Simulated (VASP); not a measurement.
Runs of VASP 6.6.1 on AlSH3. The cell holds a molecule in a box, 5 atoms: a = 13.000 Å, b = 11.000 Å, c = 12.000 Å, α = 90.00°, β = 90.00°, γ = 90.00°. 

```csv
task,level,potentials or basis,cutoff (eV),gap on the mesh (eV),largest force (eV/Å)
single point,r2SCAN+D3(BJ),"VASP PAW PBE potentials, release 64 (Al, S, H_s)",400,5.11,(a)
atomic charges,PBE+TS,"VASP PAW PBE potentials, release 64 (Al, S, H)",520,4.53,0.25
single point,revPBE+D4,"VASP PAW PBE potentials, release 64 (Al, S, H)",520,4.58,0.30
single point,LDA,"VASP PAW LDA potentials, release 64 (Al, S, H_s)",400,4.43,0.30
electron localisation function,PBE,"VASP PAW PBE potentials, release 64 (Al, S, H)",520,4.53,0.24
single point,revPBE,"VASP PAW PBE potentials, release 64 (Al, S, H)",520,4.58,(c)
single point,SCAN+D3(BJ),"VASP PAW PBE potentials, release 64 (Al, S, H)",520,5.07,(b)
```

Alike in all rows: no spin polarisation; cell as given; k mesh 1 × 1 × 1; smearing gaussian 0.01 eV.

Problem. Estimate the missing entries.

Solution. (a) 0.06; (b) 0.16; (c) 0.33.

Caveats: the PAW data sets were made with another functional, which shifts forces and pressure a little (some runs).

A k mesh can miss the band edges.

Not every run made on this cell is shown here.
